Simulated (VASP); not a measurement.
Here is the system:

```yaml
crystal:
  lattice:
    - [0.00000, 2.80650, 2.80650]
    - [2.80650, 0.00000, 2.80650]
    - [2.80650, 2.80650, 0.00000]
  atoms:
    - { symbol: Ag, position: [0.00000, 0.00000, 0.00000] }
    - { symbol: Br, position: [0.50000, 0.50000, 0.50000] }
```

All values below come from PBE GGA with D3 dispersion (Becke-Johnson damping), VASP's PBE PAW potentials (set 64) (plane waves; VASP). Run with 520 eV cut-off, 8×8×8 Γ-centred mesh, Gaussian smearing of 0.050 eV, potentials Ag Br.

Task: Predict the energy per atom (σ→0), pressure, band gap (on the k-mesh) with the smallest direct gap where there is one.

Result: 
```yaml
band gap (on the k-mesh): 0.67 eV
smallest direct gap (on the k-mesh): 2.86 eV
energy per atom (σ→0): -2.843 eV/atom
pressure: 3.40 GPa
```

The compound is AgBr in the rock salt structure. This cell is one point of a volume scan, at 0.94 of the reference volume.
